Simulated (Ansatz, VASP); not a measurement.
## Fe in two plane-wave programs

One calculation is typed for both programs; each brings its own data sets and cutoff. How far apart do they land? The cell is taken from a series of VASP runs on this material, whose earlier steps may have relaxed, scaled or displaced it; both programs get it as it stands.

Calculated with Ansatz 0.2.0; plane waves, with VASP 6.6.1 beside it; relaxation of cell and atoms at PBEsol.

## Step 1: Starting point

Symmetry: Im-3m, No. 229, cubic system. The conventional cell has a = 2.790 Å, b = 2.790 Å, c = 2.790 Å, α = 90.00°, β = 90.00°, γ = 90.00°. Nearest to Fe lie 8 Fe at 2.42 Å.

Structure file:

```cif
data_structure
_symmetry_space_group_name_H-M 'Im-3m'
_symmetry_Int_Tables_number 229
_cell_length_a 2.7897
_cell_length_b 2.7897
_cell_length_c 2.7897
_cell_angle_alpha 90.000
_cell_angle_beta 90.000
_cell_angle_gamma 90.000
_cell_volume 21.71
loop_
_atom_site_label
_atom_site_type_symbol
_atom_site_symmetry_multiplicity
_atom_site_Wyckoff_symbol
_atom_site_fract_x
_atom_site_fract_y
_atom_site_fract_z
_atom_site_occupancy
Fe1 Fe 2 a 0.00000 0.00000 0.00000 1
```

## Step 2: VASP: relaxation of cell and atoms, PBEsol

The relaxed volume is the usual yardstick between codes: its relative difference is about their pressure difference at one cell divided by the bulk modulus.

Lines of VASP's logs that name or quote its potential files are left out, and so is its time.

Contents of INCAR:

```
SYSTEM = Fe
PREC = Accurate
ENCUT = 450
EDIFF = 1E-06
NELM = 100
ISMEAR = 1
SIGMA = 0.1
LREAL = .FALSE.
ALGO = Normal
GGA = PS
NBANDS = 10
ISPIN = 2
MAGMOM = 3
LMAXMIX = 4
LORBIT = 11
LWAVE = .FALSE.
LCHARG = .FALSE.
KPAR = 2
IBRION = 2
NSW = 50
ISIF = 3
EDIFFG = -0.01
```

Contents of POSCAR:

```
Fe
1.0
   -1.3948388242      1.3948388242      1.3948388242
    1.3948388242     -1.3948388242      1.3948388242
    1.3948388242      1.3948388242     -1.3948388242
Fe
1
Direct
    0.0000000000      0.0000000000      0.0000000000
```

Contents of KPOINTS:

```
Automatic mesh
0
Gamma
14 14 14
0 0 0
```

Potentials, in the order of the species: Fe (PBE family, release 64).

On the command line:

```sh
> mpirun -np 2 vasp_std
```

Numbers of over 12 decimals in the logs are rounded to 6 here.

Log:

```text
[banner, memory and clock lines left out]
running    2 mpi-ranks, on    1 nodes
 distrk:  each k-point on    1 cores,    2 groups
 distr:  one band on    1 cores,    1 groups

 POSCAR found type information on POSCAR Fe
 POSCAR found :  1 types and       1 ions
|                                                                             |
|               ----> ADVICE to this user running VASP <----                  |
|                                                                             |
|     You enforced a specific xc type in the INCAR file but a different       |
|     [... a line on the potential file left out ...]
|     I HOPE YOU KNOW WHAT YOU ARE DOING!                                     |
|                                                                             |

 LDA part: xc-table for (Slater+PW92), standard interpolation
 POSCAR, INCAR and KPOINTS ok, starting setup
 FFT: planning ... GRIDC
 FFT: planning ... GRID_SOFT
 FFT: planning ... GRID
 WAVECAR not read
 entering main loop
       N       E                     dE             d eps       ncg     rms          rms(c)
DAV:   1     0.149756394129E+02    0.14976E+02   -0.37568E+03  4458   0.894E+02
DAV:   2    -0.948944621138E+01   -0.24465E+02   -0.22523E+02  4204   0.124E+02
DAV:   3    -0.996015300249E+01   -0.47071E+00   -0.46856E+00  4600   0.220E+01
DAV:   4    -0.996199545685E+01   -0.18425E-02   -0.18423E-02  4506   0.126E+00
DAV:   5    -0.996200813789E+01   -0.12681E-04   -0.12681E-04  4540   0.103E-01    0.128E+01
DAV:   6    -0.898257244092E+01    0.97944E+00   -0.11528E+01  4500   0.517E+01    0.520E+00
DAV:   7    -0.893496507872E+01    0.47607E-01   -0.53699E-01  4562   0.110E+01    0.329E+00
DAV:   8    -0.892517516721E+01    0.97899E-02   -0.46241E-03  5014   0.575E-01    0.138E+00
DAV:   9    -0.891676269495E+01    0.84125E-02   -0.50317E-03  5896   0.504E-01    0.249E-01
DAV:  10    -0.891653787671E+01    0.22482E-03   -0.42815E-04  4452   0.244E-01    0.578E-02
DAV:  11    -0.891654924660E+01   -0.11370E-04   -0.28618E-05  4464   0.618E-02    0.257E-02
DAV:  12    -0.891655364126E+01   -0.43947E-05   -0.16995E-06  4124   0.194E-02    0.183E-02
DAV:  13    -0.891655208725E+01    0.15540E-05   -0.14205E-06  3192   0.145E-02    0.715E-03
DAV:  14    -0.891655171934E+01    0.36791E-06   -0.11738E-07  2112   0.502E-03
   1 F= -.89165517E+01 E0= -.89167993E+01  d E =-.891655E+01  mag=     2.1677
 curvature:   0.00 expect dE= 0.000E+00 dE for cont linesearch  0.000E+00
 trial: gam= 0.00000 g(F)=  0.102E-62 g(S)=  0.111E-05 ort = 0.000E+00 (trialstep = 0.100E+01)
 search vector abs. value=  0.111E-05
 reached required accuracy - stopping structural energy minimisation
```

OUTCAR, selected parts (step 2):

```text
ion  position               nearest neighbor table
   1  0.000  0.000  0.000-

  LATTYP: Found a body centered cubic cell.
 ALAT       =     2.7896776484

 Subroutine GETGRP returns: Found 48 space group operations
 (whereof 48 operations were pure point group operations)

The static configuration has the point symmetry O_h .

 Found    104 irreducible k-points:

   k-points           NKPTS =    104   k-points in BZ     NKDIM =    104   number of bands    NBANDS=     10

   dimension x,y,z NGX =    18 NGY =   18 NGZ =   18
   dimension x,y,z NGXF=    36 NGYF=   36 NGZF=   36

   ENCUT  =  450.0 eV  33.07 Ry    5.75 a.u.   4.18  4.18  4.18*2*pi/ulx,y,z

   NELECT =       8.0000    total number of electrons

 k-points in reciprocal lattice and weights: Automatic mesh
   0.00000000  0.00000000  0.00000000       0.000
   0.07142857  0.00000000  0.00000000       0.004
   0.14285714  0.00000000  0.00000000       0.004
   0.21428571  0.00000000  0.00000000       0.004
   0.28571429  0.00000000  0.00000000       0.004
   0.35714286  0.00000000  0.00000000       0.004
   0.42857143  0.00000000  0.00000000       0.004
   0.50000000  0.00000000  0.00000000       0.002
   0.07142857  0.07142857  0.00000000       0.009
[...]
0.50000000  0.50000000  0.42857143       0.004
   0.50000000  0.50000000  0.50000000       0.000

 average (electrostatic) potential at core
       1 -42.7494

 E-fermi :   6.1408

 spin component 1
 k-point     1 :       0.0000    0.0000    0.0000
  band No.  band energies     occupation
    ...
      2       3.7333      1.00000
      3       3.7333      1.00000
      4       3.7333      1.00000
      5       5.1280      1.00000
      6       5.1280      1.00000
      7      31.5061      0.00000
      8      31.5061      0.00000
      9      31.5061      0.00000
     10      36.9218      0.00000

 k-point     2 :       0.0714    0.0000    0.0000
  band No.  band energies     occupation
    ...
      2       3.6708      1.00000
      3       3.7275      1.00000
      4       3.8552      1.00000
      5       5.0659      1.00000
      6       5.1332      1.00000
      7      30.1984      0.00000
      8      31.2029      0.00000
      9      31.3845      0.00000
     10      36.2229      0.00000

 k-point     3 :       0.1429    0.0000    0.0000
  band No.  band energies     occupation
    ...
      2       3.4985      1.00000
      3       3.6836      1.00000
      4       4.2062      1.00000
      5       4.9464      1.00000
      6       5.1504      1.00000
      7      27.3910      0.00000
      8      30.1239      0.00000
      9      31.1039      0.00000
     10      34.5403      0.00000

 k-point     4 :       0.2143    0.0000    0.0000
  band No.  band energies     occupation
    ...
      2       3.2562      1.00000
      3       3.5927      1.00000
      4       4.7400      1.00000
      5       4.9052      1.00000
      6       5.1827      1.00000
      7      24.0877      0.00000
      8      28.5619      0.00000
      9      30.7998      0.00000
     10      32.1845      0.00000

 k-point     5 :       0.2857    0.0000    0.0000
  band No.  band energies     occupation
    ...
      2       2.9960      1.00000
      3       3.6821      1.00000
      4       4.9834      1.00000
      5       5.2293      1.00000
      6       5.3763      1.00000
      7      20.7258      0.00000
      8      27.0439      0.00000
      9      30.1146      0.00000
     10      30.5467      0.00000

 k-point     6 :       0.3571    0.0000    0.0000
  band No.  band energies     occupation
    ...
      2       2.7687      1.00000
      3       4.3999      1.00000
      4       5.1392      1.00000
      5       5.2813      1.00000
      6       5.9978      1.03062
      7      17.5818      0.00000
      8      25.8365      0.00000
      9      28.4607      0.00000
     10      30.3669      0.00000

  Total       -0.0027681     -0.0027681     -0.0027681     -0.0000000     -0.0000000      0.0000000
  in kB       -0.4085577     -0.4085577     -0.4085577     -0.0000000     -0.0000000      0.0000000
  external PRESSURE =      -0.4085577 kB  Pullay stress =       0.0000000 kB

  energy-cutoff  :      450.00
  volume of cell :       10.86
      direct lattice vectors                 reciprocal lattice vectors
    -1.394838824  1.394838824  1.394838824     0.000000000  0.358464355  0.358464355
     1.394838824 -1.394838824  1.394838824     0.358464355  0.000000000  0.358464355
     1.394838824  1.394838824 -1.394838824     0.358464355  0.358464355  0.000000000

 POSITION                                       TOTAL-FORCE (eV/Angst)
 -----------------------------------------------------------------------------------
      0.00000      0.00000      0.00000        -0.000000     -0.000000      0.000000
 -----------------------------------------------------------------------------------
    total drift:                                0.000000     -0.000000      0.000000

  FREE ENERGIE OF THE ION-ELECTRON SYSTEM (eV)
  ---------------------------------------------------
  free  energy   TOTEN  =        -8.9165517193 eV

  energy  without entropy=       -8.9172945332  energy(sigma->0) =       -8.91679932

 reached required accuracy - stopping structural energy minimisation

 total charge
# of ion       s       p       d       tot
------------------------------------------
    1        0.511   0.584   6.278   7.373

 magnetization (x)
# of ion       s       p       d       tot
------------------------------------------
    1       -0.012  -0.042   2.200   2.146

[... 6 further parts left out ...]
```

The cell holds one magnetic atom, so no antiferromagnetic order fits into it. LASPH is off, so gradient terms of the non-spherical density inside the spheres are left out; for open d or f shells this can shift gaps and moments. The PAW data sets were made with PBE, which is usual practice but a small mismatch for other functionals. The run keeps the 48 symmetry operations of its start, so it cannot find a distortion of lower symmetry.

(Continued in part 2 of 2.)

[Lines on the potential files, build, host, timing and source positions are cut from VASP's logs without a mark.]

[Logs are printed without paths, hosts, clocks, repeated set-up lines and the standing remarks that a program may print on its own settings, such as how far it seeks lower states.]

[Hosts, paths, dates, database ids (printed as entryN), source tags and the programs' standing remarks are cut or masked in the printed files.]
